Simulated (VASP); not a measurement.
# AlB3P4 (R3m) in VASP: density of states with PBE

Aim: the density of states of AlB3P4 with PBE.

All numbers are computed with VASP 6.6.1; they aren't measurements. Logs are shortened: lines on timing, memory, paths and dates and some standing lists are left out, and cuts for length are marked.

**1. The crystal as given**

The structure is trigonal, space group R3m (No. 160). Conventional cell: a = 3.352 Å, b = 3.352 Å, c = 33.932 Å, α = 90.00°, β = 90.00°, γ = 120.00°. Al (site symmetry 3m) is surrounded by 4 P at 2.23 to 2.39 Å. B (site symmetry 3m) is surrounded by 4 P at 1.97 to 2.03 Å. B (site symmetry 3m) has 4 P at 1.97 to 2.04 Å as nearest neighbours. B (site symmetry 3m) has 4 P at 1.97 to 2.04 Å as nearest neighbours. P (site symmetry 3m) is surrounded by 1 B at 1.97 Å and 3 Al at 2.23 Å. Around P (site symmetry 3m) lie 4 B at 1.97 to 2.03 Å. P (site symmetry 3m) has 3 B at 2.04 Å as nearest neighbours. P (site symmetry 3m) has 4 B at 1.97 to 2.04 Å as nearest neighbours.

The cell was built by a generator and needn't be a form met in nature.

**2. Density of states, PBE**

Input file POSCAR:

```
AlB3P4
1.0
    1.6758400000      0.9675470000     11.3105400000
   -1.6758400000      0.9675470000     11.3105400000
    0.0000000000     -1.9350930000     11.3105400000
Al B P
1 3 4
Direct
    0.0015560000      0.0015560000      0.0015560000
    0.2439270000      0.2439270000      0.2439270000
    0.7572810000      0.7572810000      0.7572810000
    0.5007400000      0.5007400000      0.5007400000
    0.3020680000      0.3020680000      0.3020680000
    0.5588800000      0.5588800000      0.5588800000
    0.0719380000      0.0719380000      0.0719380000
    0.8154400000      0.8154400000      0.8154400000
```

Input file INCAR.step1:

```
SYSTEM = AlB3P4
PREC = Accurate
ENCUT = 520
EDIFF = 1E-7
ISMEAR = 0
SIGMA = 0.1
LREAL = .False.
LASPH = .True.
NELM = 100
ALGO = Normal
ISIF = 2
LWAVE = .False.
LCHARG = .True.
GGA = PE
KPAR = 4
```

Input file KPOINTS.step1:

```
regular mesh
0
Gamma
  10 10 10
  0 0 0
```

Input file INCAR.step2:

```
SYSTEM = AlB3P4
PREC = Accurate
ENCUT = 520
EDIFF = 1E-7
ISMEAR = -5
SIGMA = 0.1
LREAL = .False.
LASPH = .True.
NELM = 100
ALGO = Normal
ISIF = 2
LWAVE = .False.
LCHARG = .False.
GGA = PE
LORBIT = 10
KPAR = 4
NEDOS = 2001
ICHARG = 11
```

Input file KPOINTS.step2:

```
regular mesh
0
Gamma
  15 15 15
  0 0 0
```

Potentials or basis: VASP PAW PBE potentials, release 64 (Al, B, P).

Run with:

```sh
$ cat potpaw_PBE.64/Al/POTCAR potpaw_PBE.64/B/POTCAR potpaw_PBE.64/P/POTCAR > POTCAR
$ cp INCAR.step1 INCAR
$ cp KPOINTS.step1 KPOINTS
$ mpirun -np 4 vasp_std > vasp.out
$ cp INCAR.step2 INCAR
$ cp KPOINTS.step2 KPOINTS
$ mpirun -np 4 vasp_std > vasp.out
```

OUTCAR:

```text
SYSTEM = AlB3P4
   PREC = Accurate
   ENCUT = 520
   EDIFF = 1E-7
   ISMEAR = -5
   LREAL = .False.
   LASPH = .True.
   NELM = 100
   ISIF = 2
   GGA = PE
   LORBIT = 10
   ICHARG = 11

 ion  position               nearest neighbor table
   1  0.002  0.002  0.002-   5 2.23   5 2.23   5 2.23   7 2.39
   2  0.244  0.244  0.244-   5 1.97   6 2.03   6 2.03   6 2.03
   3  0.757  0.757  0.757-   8 1.97   7 2.04   7 2.04   7 2.04
   4  0.501  0.501  0.501-   6 1.97   8 2.04   8 2.04   8 2.04
   5  0.302  0.302  0.302-   2 1.97   1 2.23   1 2.23   1 2.23
   6  0.559  0.559  0.559-   4 1.97   2 2.03   2 2.03   2 2.03
   7  0.072  0.072  0.072-   3 2.04   3 2.04   3 2.04   1 2.39
   8  0.815  0.815  0.815-   3 1.97   4 2.04   4 2.04   4 2.04

  LATTYP: Found a trigonal (rhomboedric) cell.
 ALAT       =    11.4748813499
 COS(alpha) =     0.9573421768

  Lattice vectors:

 A1 = (   1.6758400000,   0.9675470000,  11.3105400000)
 A2 = (  -1.6758400000,   0.9675470000,  11.3105400000)
 A3 = (   0.0000000000,  -1.9350930000,  11.3105400000)

Analysis of symmetry for initial positions (statically):
=====================================================================
 Subroutine PRICEL returns:
 Original cell was already a primitive cell.

 Routine SETGRP: Setting up the symmetry group for a
 trigonal (rhombohedral) supercell.

 Subroutine GETGRP returns: Found  6 space group operations
 (whereof  6 operations were pure point group operations)
 out of a pool of 12 trial point group operations.

The static configuration has the point symmetry C_3v.

Analysis of symmetry for dynamics (positions and initial velocities):
=====================================================================
 Subroutine PRICEL returns:
 Original cell was already a primitive cell.

 Routine SETGRP: Setting up the symmetry group for a
 trigonal (rhombohedral) supercell.

 Subroutine GETGRP returns: Found  6 space group operations
 (whereof  6 operations were pure point group operations)
 out of a pool of 12 trial point group operations.

The dynamic configuration has the point symmetry C_3v.

 Subroutine INISYM returns: Found  6 space group operations
 (whereof  6 operations are pure point group operations),
 and found     1 'primitive' translations

----------------------------------------------------------------------------------------

                                     Primitive cell

  volume of cell :     110.0371

  direct lattice vectors                    reciprocal lattice vectors
     1.675840000  0.967547000 11.310540000     0.298357838  0.172256980  0.029471031
    -1.675840000  0.967547000 11.310540000    -0.298357838  0.172256980  0.029471031
     0.000000000 -1.935093000 11.310540000     0.000000000 -0.344513960  0.029471046

  length of vectors
    11.474881350 11.474881350 11.474881263     0.345772192  0.345772192  0.345772195

  position of ions in fractional coordinates (direct lattice)
     0.001556000  0.001556000  0.001556000
     0.243927000  0.243927000  0.243927000
     0.757281000  0.757281000  0.757281000
     0.500740000  0.500740000  0.500740000
     0.302068000  0.302068000  0.302068000
     0.558880000  0.558880000  0.558880000
     0.071938000  0.071938000  0.071938000
     0.815440000  0.815440000  0.815440000

  ion indices of the primitive-cell ions
   primitive index   ion index
                 1           1
                 2           2
                 3           3
                 4           4
                 5           5
                 6           6
                 7           7
                 8           8

----------------------------------------------------------------------------------------

 KPOINTS: regular mesh

Automatic generation of k-mesh.
 Grid dimensions read from file:
 generate k-points for:   15   15   15

 Generating k-lattice:

  Cartesian coordinates                     Fractional coordinates (reciprocal lattice)
     0.019890523  0.011483799  0.001964735     0.066666667  0.000000000 -0.000000000
    -0.019890523  0.011483799  0.001964735     0.000000000  0.066666667 -0.000000000
     0.000000000 -0.022967597  0.001964736     0.000000000  0.000000000  0.066666667

  Length of vectors
     0.023051479  0.023051479  0.023051480

  Shift w.r.t. Gamma in fractional coordinates (k-lattice)
     0.000000000  0.000000000  0.000000000

 TETIRR: Found   1695 inequivalent tetrahedra from    20250

 Subroutine IBZKPT returns following result:
 ===========================================

 Found    344 irreducible k-points:

 Following reciprocal coordinates:
            Coordinates               Weight
  0.000000  0.000000  0.000000      1.000000
  0.066667  0.000000 -0.000000      6.000000
  0.133333 -0.000000  0.000000      6.000000
  0.200000  0.000000 -0.000000      6.000000
  0.266667 -0.000000  0.000000      6.000000
  0.333333 -0.000000 -0.000000      6.000000
[... 16 lines left out ...]
  0.133333  0.133333  0.000000      6.000000
  0.200000  0.133333  0.000000     12.000000
 [... further k-points ...]
   k-points           NKPTS =    344   k-points in BZ     NKDIM =    344   number of bands    NBANDS=     21
   number of dos      NEDOS =   2001   number of ions     NIONS =      8
   total plane-waves  NPLWV = 729000
   dimension x,y,z NGX =    90 NGY =   90 NGZ =   90
   dimension x,y,z NGXF=   180 NGYF=  180 NGZF=  180
   ions per type =               1   3   4
   NGX,Y,Z   is equivalent  to a cutoff of  13.04, 13.04, 13.04 a.u.
   NGXF,Y,Z  is equivalent  to a cutoff of  26.08, 26.08, 26.08 a.u.
 SYSTEM =  AlB3P4
   PREC   = accura    normal or accurate (medium, high low for compatibility)
   ISTART =      0    job   : 0-new  1-cont  2-samecut
   ICHARG =     11    charge: 1-file 2-atom 10-const
   ISPIN  =      1    spin polarized calculation?
   LNONCOLLINEAR =      F non collinear calculations
   LSORBIT =      F    spin-orbit coupling
   LASPH  =      T    aspherical Exc in radial PAW
   ENCUT  =  520.0 eV  38.22 Ry    6.18 a.u.  21.34 21.34 21.34*2*pi/ulx,y,z
   NELM   =    100;   NELMIN=  2; NELMDL=  0     # of ELM steps
   EDIFF  = 0.1E-06   stopping-criterion for ELM
   LREAL  =      F    real-space projection
   EDIFFG = 0.1E-05   stopping-criterion for IOM
   NSW    =      0    number of steps for IOM
   IBRION =     -1    ionic relax: 0-MD 1-quasi-New 2-CG
   NFREE  =      0    steps in history (QN), initial steepest desc. (CG)
   ISIF   =      2    stress and relaxation
   ISYM   =      2    0-nonsym 1-usesym 2-fastsym
   POTIM  = 0.5000    time-step for ionic-motion
   TEBEG  =    0.0;   TEEND  =   0.0 temperature during run
   PSTRESS=    0.0 pullay stress
   NELECT =      32.0000    total number of electrons
   NUPDOWN=      -1.0000    fix difference up-down
   EMIN   =  10.00;   EMAX   =-10.00  energy-range for DOS
   EFERMI =   0.00;   METHOD = LEGACY
   ISMEAR =    -5;   SIGMA  =   0.10  broadening in eV -4-tet -1-fermi 0-gaus
   EFERMI_NEDOS =   21; number of points for ismear=-14 and -15
   IALGO  =     38    algorithm
   IMIX   =      4    mixing-type and parameters
     AMIX     =   0.40;   BMIX     =  1.00
     AMIX_MAG =   1.60;   BMIX_MAG =  1.00
  volume/ion in A,a.u.               =      13.75        92.82
  Fermi-wavevector in a.u.,A,eV,Ry     =   1.084622  2.049639 16.005965  1.176405
  Thomas-Fermi vector in A             =   2.220717
   LORBIT       =     10    0 simple, 1 ext, 2 COOP (PROOUT), +10 PAW based schemes
   GGA     = PE    functional components
   LHFCALC =     F    Hartree Fock is set to
   AEXX    =    0.0000 exact exchange contribution
   IVDW    =     0    specifies the selected vdW correction
   LEPSILON=     F    determine dielectric tensor
   LRPA    =     F    only Hartree local field effects (RPA)
 non-spin polarized calculation
 Fermi weights with tetrahedron method with Bloechl corrections
  energy-cutoff  :      520.00
  volume of cell :      110.04
 maximum number of plane-waves:      2985
 NGX is ok and might be reduce to    90

 number of electron      31.9999999 magnetization

 Free energy of the ion-electron system (eV)
  ---------------------------------------------------
  ext. energy  EPLUGINS =         0.00000000
  ---------------------------------------------------
  free energy    TOTEN  =       -47.47272322 eV

  energy without entropy =      -47.47272322  energy(sigma->0) =      -47.47272322

 E-fermi :   7.7306     XC(G=0): -10.3862

 val. band max:        7.8009861992   @ k =   0.0000   0.0000   0.0000
 cond. band min:       7.6815049531   @ k =  -0.2000   0.2000   0.2000
 fundamental gap:     -0.1194812461
 Fermi energy:         7.7305585276

 k-point     1 :       0.0000    0.0000    0.0000
  band No.  band energies     occupation
      1      -7.9894      2.00000
      2      -7.1099      2.00000
      3      -6.2680      2.00000
      4      -4.7848      2.00000
      5      -1.5938      2.00000
      6       1.5793      2.00000
[... 13 lines left out ...]
     20       9.8787      0.00000
     21       9.8791      0.00000

 k-point     2 :       0.0667    0.0000   -0.0000
  band No.  band energies     occupation
      1      -7.9254      2.00000
      2      -7.0486      2.00000
      3      -6.2040      2.00000
      4      -4.7289      2.00000
      5      -1.5379      2.00000
      6       1.5908      2.00000
[... 520 lines left out ...]
 k-point    24 :       0.2000    0.1333    0.0000
  band No.  band energies     occupation
      1      -7.5428      2.00000
      2      -6.7011      2.00000
      3      -5.7979      2.00000
      4      -4.4345      2.00000
      5      -1.1784      2.00000
      6       1.4110      2.00000
[... 13 lines left out ...]
     20      10.4094      0.00000
     21      10.8542      0.00000

 [... further k-points ...]

------------------------ aborting loop because EDIFF is reached ----------------------------------------

  FORCE on cell =-STRESS in cart. coord.  units (eV):
  Direction    XX          YY          ZZ          XY          YZ          ZX
  --------------------------------------------------------------------------------------
  -------------------------------------------------------------------------------------
  Total        0.2192444      0.2192444      0.0291960      0.0000000      0.0000000      0.0000000
  in kB        3.1922736      3.1922735      0.4251033      0.0000000      0.0000000      0.0000000
  external PRESSURE =       2.2698835 kB  Pullay stress =       0.0000000 kB

 VOLUME and BASIS-vectors are now :
 -----------------------------------------------------------------------------
  energy-cutoff  :      520.00
  volume of cell :      110.04
      direct lattice vectors                 reciprocal lattice vectors
     1.675840000  0.967547000 11.310540000     0.298357838  0.172256980  0.029471031
    -1.675840000  0.967547000 11.310540000    -0.298357838  0.172256980  0.029471031
     0.000000000 -1.935093000 11.310540000     0.000000000 -0.344513960  0.029471046

 POSITION                                       TOTAL-FORCE (eV/Angst)
 -----------------------------------------------------------------------------------
      0.00000      0.00000      0.05280         0.000000     -0.000000     -0.105942
      0.00000      0.00000      8.27684         0.000000      0.000000      0.007762
      0.00000      0.00000     25.69577         0.000000     -0.000000     -0.003943
      0.00000      0.00000     16.99092         0.000000      0.000000      0.000693
      0.00000      0.00000     10.24966         0.000000      0.000000      0.087244
      0.00000      0.00000     18.96370         0.000000      0.000000      0.008652
      0.00000      0.00000      2.44097         0.000000      0.000000      0.008535
      0.00000      0.00000     27.66920         0.000000     -0.000000     -0.003001
 -----------------------------------------------------------------------------------
    total drift:                                0.000000     -0.000001     -0.010464

  FREE ENERGIE OF THE ION-ELECTRON SYSTEM (eV)
  ---------------------------------------------------
  free  energy   TOTEN  =       -47.4727232239 eV

  energy  without entropy=      -47.4727232239  energy(sigma->0) =      -47.47272322

 total charge

# of ion       s       p       d       tot
------------------------------------------
    1        0.410   0.466   0.000   0.875
    2        0.651   1.155   0.000   1.806
    3        0.651   1.161   0.000   1.812
    4        0.652   1.177   0.000   1.829
    5        1.007   1.693   0.000   2.700
    6        0.994   1.527   0.000   2.521
    7        0.999   1.526   0.000   2.524
    8        0.995   1.524   0.000   2.518
--------------------------------------------------
tot          6.358  10.228   0.000  16.586
```

Wall time 33 min (4 MPI ranks of Intel Xeon Platinum 8559C (Emerald Rapids), shared host); peak memory 1.7 GiB.

Results:

| Property | Result |
| --- | --- |
| Valence electrons inside the program's atomic spheres | Al 0.88; B 1.81, 1.83; P 2.70, 2.52 |

States per cell in windows of 1 eV (zero at the Fermi level; states under -8 eV left out):
| from (eV) | total | P5_p | P7_p | P8_p | P6_p | B3_p | B2_p |
| --- | --- | --- | --- | --- | --- | --- | --- |
| -8.0 | 1.29 | 0.06 | 0.07 | 0.06 | 0.06 | 0.03 | 0.04 |
| -7.0 | 2.94 | 0.15 | 0.19 | 0.18 | 0.14 | 0.14 | 0.10 |
| -6.0 | 3.57 | 0.17 | 0.23 | 0.24 | 0.24 | 0.18 | 0.18 |
| -5.0 | 4.57 | 0.28 | 0.33 | 0.29 | 0.34 | 0.28 | 0.31 |
| -4.0 | 4.00 | 0.27 | 0.34 | 0.29 | 0.27 | 0.21 | 0.22 |
| -3.0 | 2.29 | 0.23 | 0.15 | 0.17 | 0.14 | 0.12 | 0.11 |
| -2.0 | 1.10 | 0.27 | 0.02 | 0.03 | 0.06 | 0.02 | 0.03 |
| -1.0 | 0.46 | 0.16 | 0.00 | 0.00 | 0.02 | 0.00 | 0.00 |
| 0.0 | 1.75 | 0.03 | 0.03 | 0.03 | 0.02 | 0.05 | 0.06 |
| 1.0 | 2.81 | 0.03 | 0.07 | 0.05 | 0.05 | 0.12 | 0.11 |
| 2.0 | 3.77 | 0.05 | 0.12 | 0.09 | 0.09 | 0.16 | 0.16 |
| 3.0 | 1.59 | 0.03 | 0.07 | 0.05 | 0.04 | 0.06 | 0.06 |
| 4.0 | 0.10 | 0.00 | 0.00 | 0.00 | 0.00 | 0.00 | 0.00 |

Caveat: tetrahedron occupations give inexact forces and stress in metals.
